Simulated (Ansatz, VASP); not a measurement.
# Te: VASP beside Ansatz, part 2 of 2

Aim: how closely do two programs agree when they are given the same cell, functional and k mesh? The cell is taken from a series of runs on this material, whose earlier steps may have relaxed, scaled, displaced or heated it; both programs get it as it stands.

VASP 6.6.1 and Ansatz 0.2.0.

So far: Set-up; VASP: G0W0 gap, PBE0 form with 15 % exact exchange with an exact-exchange share of 0.15.

### Step 3. Ansatz: G0W0 gap, PBE0 form with 15 % exact exchange with an exact-exchange share of 0.15

Level of this step: Ansatz beside VASP: Kohn-Sham DFT, plane waves, PBE0 form with 15 % exact exchange (Ansatz).

Ansatz runs on its PAW soft_1 files.

The same cell, functional and mesh now go to Ansatz, which takes its cutoff from its data sets.

File input.yaml:

```yaml
crystal:
  lattice:
    - [4.4572, 0.0, 0.0]
    - [-2.2286, 3.8600484297, 0.0]
    - [0.0, 0.0, 5.929]
  atoms:
    - { symbol: Te, position: [0.2633, 0.0, 0.3333333333] }
    - { symbol: Te, position: [0.0, 0.2633, 0.6666666667] }
    - { symbol: Te, position: [0.7367, 0.7367, 0.0] }
kpoints:
  mp_grid: { grid: [6, 6, 4] }
hamiltonian:
  xc: { exchange: pbe, correlation: pbe, exx: { coeff: 0.15 } }
  pseudopotentials: { kind: paw, azcp: { folder: soft_1 } }
scf:
  occupations: { method: fixed }
gw:
  n_empty_bands: 425
  ecut_chi: 150.0
  qp_bands: [v2, c2]
  qp_kpoints: band_edges
  screening: { model: contour_deformation }
```

Launch:

```
$ ansatz run input.yaml --threads 2 --pin off --max-ram 73728MiB --backend cuda --events-out ev --progress --plain --runs-dir out --devices 1 --max-vram 13GiB
```

Numbers of over 12 decimals in the logs are rounded to 6 here.

The program printed:

```text
GPUs: using 1 of 1 available (devices: 1).
Engine: ansatz 0.2.0, x86_64-unknown-linux-gnu
Pseudopotentials: kind: paw
Pseudopotential: Te, paw, valence charge 16, recommended cutoff 420 eV (normal), soft_1/Te.paw.azcp
Functional definition: unnamed
  parameter a_1 = 0.15
  exchange = (1 - a_1)*pbe_x + a_1*exact_x
  correlation = pbe_c
davidson cushion auto → on  (no smearing: the cushion is to keep the highest requested band from converging to the state above it; pin scf.eigensolver.cushion to override)
device memory: the entry about to start is reckoned to put 1.0 GiB on a device that reports 42.7 GiB free (of which the cap on the GPU budget leaves the run 13.0 GiB)
GPU FFT provider: cuFFT
GPU libraries: cuBLAS 13.8.2, cuFFT 12.4.0, cuSOLVER 12.3.4
Crystal: 3 atoms, lattice volume = 102.008 Å³
Basis set: ecut = 420 eV, 2017 PW (Γ)
Bands: 29, of which v1, the nominal top of the filled ones, is band 24 counted from 1 (23 counted from 0)
Symmetry: 6 space group operations
Space group: P3121 (ITA 152), of the structure as read, at distance tolerance 4.7e-5 Å
k-points: 24 of 144 (time reversal used)
Non-local potential: Te, projectors of the file, l = 0: 2, l = 1: 2, l = 2: 2, l = 3: 1
PAW form: soft (Blöchl's): semilocal exchange-correlation on the pseudo side does not see the compensation charge
PAW frozen core: Te, regenerated for the run's functional, and the local potential with it (the file was generated under x = pbe(κ = 0.804, μ = 0.219515), c = pbe(β = 0.066725))
PAW one-centre angular grid: Te, 590 points (default); XC on 64 Gauss nodes
Initial density: superposition of atomic densities (chi_scale 0.1, normalization cell)
Initial wavefunctions: pseudopotential atomic-orbital guess
GPU buffer pool allocated for 36000 grid points (all kernels)
GPU transforms: local potential and band sums: pruned to the plane-wave sphere, on 30×30×40
Functional: x = pbe(κ = 0.804, μ = 0.219515), c = pbe(β = 0.066725), warm-up for x = 0.85 pbe(κ = 0.804, μ = 0.219515) + 0.15 exact, c = pbe(β = 0.066725)
iter 1 solved again at ethr=4.09e-4 eV; its pass at ethr=1.00e-1 eV (dr2=1.96e-1 eV) is discarded
SCF iter   1: F=—  HF=-20940.144026 eV  |F-HF|=—  |Δ(HF+E_count)|=         —  Δρ=1.60e-2  dr2=1.91e-1  ethr=4.09e-4  ⟨swp⟩=6.4  Hψ=4207  notcnv=0
preconditioner: auto → none  [insulator: Δε(μ)=0.240 eV  Ē_g=8.688 eV  n_scr=22 (ndim 8)  ℏωp=15.6 eV  f_vac=0.011]
SCF iter   2: F=—  HF=-20940.127597 eV  |F-HF|=—  |Δ(HF+E_count)|=   1.64e-2  Δρ=7.41e-3  dr2=3.74e-2  ethr=3.98e-4  ⟨swp⟩=2.0  Hψ=1536  notcnv=0
iter 3 solved again at ethr=6.26e-6 eV; its pass at ethr=7.80e-5 eV (dr2=3.00e-3 eV) is discarded
SCF iter   3: F=—  HF=-20940.129945 eV  |F-HF|=—  |Δ(HF+E_count)|=   2.35e-3  Δρ=1.49e-3  dr2=3.01e-3  ethr=6.26e-6  ⟨swp⟩=3.1  Hψ=3381  notcnv=0
SCF iter   4: F=—  HF=-20940.129172 eV  |F-HF|=—  |Δ(HF+E_count)|=   7.73e-4  Δρ=4.24e-4  dr2=9.02e-5  ethr=6.26e-6  ⟨swp⟩=3.2  Hψ=1986  notcnv=0
SCF iter   5: F=—  HF=-20940.129199 eV  |F-HF|=—  |Δ(HF+E_count)|=   2.78e-5  Δρ=9.65e-5  dr2=9.35e-6  ethr=1.88e-7  ⟨swp⟩=3.8  Hψ=2189  notcnv=0
SCF iter   6: F=-20940.129193 eV  HF=-20940.129193 eV  |F-HF|=2.93e-7  |Δ(HF+E_count)|=   5.92e-6  Δρ=2.08e-5  dr2=4.45e-7  ethr=1.95e-8  ⟨swp⟩=3.0  Hψ=2224  notcnv=0
SCF 1 stopped early in 6 iterations: F = -20940.129193 eV  dr2 = 4.45e-7
  greatest PAW one-centre occupation: 0.998 electrons in one spin orbital (limit 2), on the Te atom at site 1 (counted from 0), in its partial waves of l = 2
device memory: the entry about to start is reckoned to put 1.5 GiB (of the 1.6 GiB reckoned in all, the device holds 0.1 GiB already) on a device that reports 42.7 GiB free (of which the cap on the GPU budget leaves the run 12.9 GiB)
GPU FFT provider: cuFFT
GPU libraries: cuBLAS 13.8.2, cuFFT 12.4.0, cuSOLVER 12.3.4
Initial density: handed on by an earlier stage of this run
Initial wavefunctions: those handed on with the density
GPU buffer pool allocated for 36000 grid points (all kernels)
GPU transforms: local potential and band sums: pruned to the plane-wave sphere, on 30×30×40
Functional: x = 0.85 pbe(κ = 0.804, μ = 0.219515) + 0.15 exact, c = pbe(β = 0.066725)
Exchange kernel: α = 0.1500, full range, Wigner–Seitz truncation, v(0) = 20656.4841 eV·Å³, q-mesh 6×6×4, nearest image of the exchange supercell L = 23.72 Å, pair-density grid 20×20×27, without the augmentation charges, whose exchange is taken in its separable form by FFT convolution over the k-point mesh (sized by the pseudopotential files, 27×27×40 at the most), smooth part of the exact exchange by density-matrix convolution in up to 4.44 GiB of GPU memory as planned if the GPU has room (build and FFT work areas not counted)
Frozen-core exchange: fock
SCF iter   1: F=—  HF=-20946.407375 eV  |F-HF|=—  |Δ(HF+E_count)|=         —  Δρ=2.41e-3  dr2=4.93e-3  ethr=9.27e-9  ⟨swp⟩=10.0  Hψ=4409  notcnv=0
[...]
iter 3 solved again at ethr=1.66e-11 eV; its pass at ethr=1.76e-10 eV (dr2=7.97e-9 eV) is discarded
SCF iter   3: F=-20946.412187 eV  HF=-20946.412187 eV  |F-HF|=2.20e-9  |Δ(HF+E_count)|=   2.49e-8  Δρ=4.32e-6  dr2=1.05e-8  ethr=1.66e-11  ⟨swp⟩=3.0  Hψ=3374  notcnv=0
SCF 3 converged in 3 iterations: F = -20946.412187 eV  dr2 = 1.05e-8
[...]
Exchange-term sweep: 21 of 24 (spin, k) points
Exchange-term sweep: 22 of 24 (spin, k) points
Exchange-term sweep: 23 of 24 (spin, k) points
Exchange-term sweep: 24 of 24 (spin, k) points
G₀W₀ screening: q 1/24
[... further progress lines ...]
hybrid SCF converged: 2 outer / 9 inner (+6 warm-up), last move |dexx| = 6.81e-7 eV, tail = 3.01e-8 eV
Stability not checked: this state was not tested for a lower state beside it, because the functional holds exact exchange (a hybrid, or Hartree-Fock), whose exchange loop this test does not read (fock_operator; see scf.lower_state_search)
Free energy (F): -20946.412187 eV
Frozen-core exchange: fock
Harris-Foulkes:  -20946.412187 eV  (|F-HF|=2.20e-9)
Internal energy: -20946.412187 eV  (E = F + TS)
E sigma→0 (E₀):  -20946.412187 eV
Fermi energy:    8.360887 eV
--- Per-component energies (eV) ---
  E_band       = -872.866993
  E_kinetic    = 514.338957
  E_local      = -4943.044769  (includes V_loc(G=0)·N_el)
  E_nonlocal   = 191.673439
  E_hartree    = 2459.837733
  E_xc         = -317.024639
  E_vxc        = -264.168570  (∫ρ·V_xc dr)
  E_exx        = -92.855119  (= α·E_x^exact, valence–valence)
  E_paw        = -13972.132017  (= ΣΔE_a)
  E_vpaw       = -1105.631522  (= ΣTr[D̂ρ^β])
  E_aug_tail   = 0.000271  (compensation charges beyond the density's cutoff)
  E_ewald      = -4786.899832
  E_core_change = -0.306209  (= ΣΔE_core)
  E_smearing   = -0.000000  (= −TS)
  E_closure    = -0.000000  (closes the sum)
  Σ components = -20946.412187   (vs F -20946.412187, Δ=7.28e-12)
--- Band table (eV; the first three rows and the last of 24) ---
  k-point 0: bands = [... 20 lower, 5.4144, 6.5374, 6.5374, 7.4933, 10.0568, 10.0568]
  k-point 1: bands = [... 20 lower, 5.6731, 6.6979, 6.7672, 7.4277, 9.7249, 9.7402]
  k-point 2: bands = [... 20 lower, 5.4918, 6.8463, 7.1852, 7.1852, 9.4999, 9.5945]
  k-point 23: bands = [... 20 lower, 2.9622, 7.2165, 8.3609, 8.3609, 9.1082, 10.4641]
  guard bands above this table: 3 of the run's 29 bands. The solve was not asked for them (output.publish_guard_bands: true or output.eigenvalues: true publishes all)
--- G₀W₀: contour deformation, 7 samples at zero and on the imaginary axis and 1 off it, 144 q-points, 425 empty bands' worth ---
  eigenvalues of the whole cell's RPA ε∞ on this k-mesh (on a slab, of 1 + 4πα/V) = 25.4571, 25.4571, 27.5274; static W/v taken at q = 0 is 0.038207
  bands read: the sum over 449 bands ends inside a degenerate multiplet in 1 slot, whose members it reads at an even weight; the widest, k=0: bands 449 to 450 (counted from 1) at 1/2 each
  gw.qp_kpoints: band_edges: 11 of 24 stored k-points solved, in 1 pass; an edge of the gap read off the rows below is read off those points alone
    valence top: of the k-points left out ik 20 came nearest to being solved in a further pass, in band 24 (counted from 1, as in the quasiparticle table): it holds the edge there only if its correction is more favourable than any solved in that band by at least 0.539 eV; those differ by 0.038 eV
    conduction bottom: of the k-points left out ik 1 came nearest to being solved in a further pass, in band 26 (counted from 1, as in the quasiparticle table): it holds the edge there only if its correction is more favourable than any solved in that band by at least 0.537 eV; those differ by 0.067 eV
    ik  band        ε_KS         Σx   Σc(E_QP)       V_xc       Z   E_QP_lin       E_QP  E_QP is
     2    23      7.1852   -15.3399     1.1757   -14.0350  0.7475     7.0555     7.0560  root
     2    24      7.1852   -15.3399     1.1757   -14.0350  0.7475     7.0555     7.0560  root
     2    25      9.4999   -10.1718    -3.1845   -13.0697  0.7627     9.2147     9.2132  root
     2    26      9.5945    -9.5900    -3.4306   -12.7347  0.7707     9.3101     9.3086  root
     3    23      7.3426   -15.4811     1.0557   -14.2975  0.7506     7.2143     7.2148  root
     3    24      7.5086   -15.2155     0.9373   -14.1430  0.7539     7.3729     7.3734  root
     3    25      9.8627   -10.4776    -3.3833   -13.5918  0.7625     9.5950     9.5935  root
     3    26      9.9775   -10.4760    -3.4458   -13.6478  0.7585     9.7050     9.7034  root
     4    23      7.2740   -15.2414     1.0607   -14.0512  0.7503     7.1439     7.1444  root
     4    24      7.4321   -15.5304     0.8687   -14.5403  0.7538     7.3103     7.3107  root
     4    25      9.6813   -10.3978    -3.2113   -13.3235  0.7640     9.3973     9.3958  root
     4    26      9.8946   -10.1210    -3.4536   -13.2976  0.7643     9.6191     9.6175  root
     7    23      7.2436   -15.1923     0.8936   -14.1670  0.7534     7.1114     7.1119  root
     7    24      7.4448   -15.4622     1.0111   -14.3178  0.7526     7.3110     7.3115  root
     7    25      9.9221   -10.1638    -3.3823   -13.2649  0.7637     9.6425     9.6409  root
     7    26     10.1169    -9.9383    -3.5075   -13.1645  0.7622     9.8372     9.8355  root
     8    23      6.8386   -14.9708     1.0161   -13.8432  0.7466     6.7267     6.7271  root
     8    24      7.7967   -14.8031     0.4989   -14.1608  0.7616     7.6529     7.6533  root
     8    25      9.7997   -10.7201    -3.1315   -13.5662  0.7648     9.5158     9.5143  root
     8    26     10.4793    -9.9869    -3.5106   -13.2133  0.7580    10.1970    10.1951  root
    11    23      7.1589   -14.8897     0.9139   -13.8443  0.7524     7.0269     7.0274  root
    11    24      7.4290   -15.4661     0.9689   -14.3629  0.7536     7.2943     7.2948  root
    11    25      9.9144   -10.0610    -3.3561   -13.1287  0.7659     9.6278     9.6261  root
    11    26     10.0358    -9.8760    -3.4454   -13.0413  0.7640     9.7574     9.7558  root
[...]
19    23      7.0800   -15.0161     0.8091   -14.0975  0.7508     6.9702     6.9705  root
    19    24      7.9540   -15.0554     0.4646   -14.4498  0.7621     7.8124     7.8129  root
    19    25      9.9277   -10.9696    -3.1974   -13.8899  0.7608     9.6521     9.6506  root
    19    26     10.6712   -10.3918    -3.5269   -13.6397  0.7517    10.3942    10.3922  root
    23    23      8.3609   -15.4394     0.4333   -14.8468  0.7645     8.2010     8.2015  root
    23    24      8.3609   -15.4394     0.4333   -14.8468  0.7645     8.2010     8.2015  root
    23    25      9.1082   -10.6894    -3.1464   -13.6025  0.7693     8.8759     8.8750  root
    23    26     10.4641   -10.2070    -3.5012   -13.4464  0.7558    10.2041    10.2024  root
```

The column dr2 measures how far the density is from self-consistency, as an energy; F and HF (Harris–Foulkes) agree once it is small.

### Step 4. Side by side

Known differences besides the potentials themselves: exact exchange at q = 0 is treated differently, which shows on coarse meshes; VASP keeps PBE cores, Ansatz makes them for the functional; fixed occupations in Ansatz, narrow Gaussian smearing in VASP; the data sets hold 48 valence electrons in Ansatz (on its PAW soft_1 files) and 18 in VASP; the cutoff is 420 eV in Ansatz and 300 eV in VASP; Ansatz integrates over frequency by contour deformation, VASP on a grid of NOMEGA points; Ansatz's G0W0 levels solve the quasiparticle equation, VASP's are linearised. Total energies have different zeros and are not compared.

Compared:

```
                   quantity  Ansatz  VASP  difference
  G0W0 gap on the mesh (eV)    0.67  0.69       -0.02
Kohn-Sham gap under it (eV)    0.75  0.74       +0.01
```

### Step 5. What came out

```json
{"difference in G0W0 gap on the mesh (G0W0 gap, PBE0 form with 15 % exact exchange with an exact-exchange share of 0.15)": "-0.020 eV"}
```

What this shows: The difference in G0W0 gap on the mesh is -0.020 eV (G0W0 gap, PBE0 form with 15 % exact exchange with an exact-exchange share of 0.15). The data sets hold unlike numbers of valence electrons (48 in Ansatz and 18 in VASP), so part of the differences comes from the potentials. Such differences can come from data sets, numerical settings and the points named under the comparisons, not from the functional's error against experiment.

[Lines on the potential files, build, host, timing and source positions are cut from VASP's logs without a mark.]

[Logs are printed without paths, hosts, clocks, repeated set-up lines and the standing remarks that a program may print on its own settings, such as how far it seeks lower states.]

[Hosts, paths, dates, database ids (printed as entryN), source tags and the programs' standing remarks are cut or masked in the printed files.]
